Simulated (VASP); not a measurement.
An input for Ansatz (written as the equivalent of a VASP run, and not itself run):

Ansatz 0.2 input:
```yaml
crystal:
  lattice:
    - [0.0000000, 2.1800000, 2.1800000]
    - [2.1800000, 0.0000000, 2.1800000]
    - [2.1800000, 2.1800000, 0.0000000]
  atoms:
    - { symbol: Si, position: [0.0000000, 0.0000000, 0.0000000] }
    - { symbol: C, position: [0.2500000, 0.2500000, 0.2500000] }
kpoints:
  mp_grid: { grid: [10, 10, 10] }
hamiltonian:
  xc: pbesol
  pseudopotentials: { kind: paw }
scf:
  occupations: { method: fermi_dirac, width: 0.01 }
  max_iter: 100
output: { forces: true, stress: true, eigenvalues: true }
```

Translate this input to VASP (INCAR, KPOINTS, POSCAR, choice of POTCAR).

This is not unique; one that fits is 
### INCAR
```
# general
SYSTEM = SiC
PREC   = Accurate
ENCUT  = 400
LREAL  = .FALSE.
LASPH  = .TRUE.

# electronic loop
EDIFF  = 1E-6
NELM   = 100
ALGO   = Normal

# smearing
ISMEAR = -1
SIGMA  = 0.01

# functional
GGA    = PS

# ions
ISIF   = 2

# output
LWAVE  = .FALSE.
LCHARG = .FALSE.
```

**KPOINTS**
```
kpoints
0
Gamma
 10 10 10
```

### POSCAR
```
SiC
1
    0.0000000000     2.1800000000     2.1800000000
    2.1800000000     0.0000000000     2.1800000000
    2.1800000000     2.1800000000     0.0000000000
Si C
1 1
Direct
  0.0000000000   0.0000000000   0.0000000000
  0.2500000000   0.2500000000   0.2500000000
```

POTCAR, in this order: Si C (PBE.64 set). Program: vasp_std.

What does not carry over: each code has its own PAW files, so the cut-off isn't converted (ENCUT is set for VASP's; basis.ecutwfc is left out, and Ansatz then takes the one that its files recommend); Ansatz stops its SCF on the density residual and VASP on the energy change (EDIFF).

The structure is a typed SiC crystal. The cell was not relaxed at this level. The run is one of a series of settings (GGA = PS, POTCAR Si C (PBE.64 set) against the base run), some of them coarse on purpose.
